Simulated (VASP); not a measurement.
Here is a VASP 6.6.1 calculation.

INCAR

```
  PREC = Accurate
  ENCUT = 520
  EDIFF = 1E-6
  ISMEAR = -1
  SIGMA = 0.1
  LREAL = False
  LASPH = True
  NELM = 100
  ALGO = Normal
  ISIF = 2
  LWAVE = False
  LCHARG = True
  GGA = B5
  ALDAX = 1.0
  AGGAX = 1.0
  AGGAC = 1.0
  ALDAC = 0.0
  LELF = True
  LVHAR = True
  NBANDS = 25
```

KPOINTS

```
Automatic mesh
0
Gamma
  6 6 6
```

File POSCAR:

```
HfOs3
1.0
    3.9735610000      0.0000000000      0.0000000000
    0.0000000000      3.9735610000      0.0000000000
    0.0000000000      0.0000000000      3.9735610000
Hf Os
1 3
Direct
    0.0000000000      0.0000000000      0.0000000000
    0.5000000000      0.5000000000      0.0000000000
    0.5000000000      0.0000000000      0.5000000000
    0.0000000000      0.5000000000      0.5000000000
```

Potentials or basis: VASP PAW PBE potentials, release 64 (Hf_pv, Os).

The run is started by

```bash
$ cat potpaw_PBE.64/Hf_pv/POTCAR potpaw_PBE.64/Os/POTCAR > POTCAR
$ mpirun -np 1 vasp_std > vasp.out
```

Predict the band gap on the k mesh.

none (metal or under the smearing width).

Predict the pressure.

14.0 GPa.

Caveat: the PAW data sets were made with another functional, which shifts forces and pressure a little. Spin-orbit coupling is left out, which matters for the levels of Hf, Os.
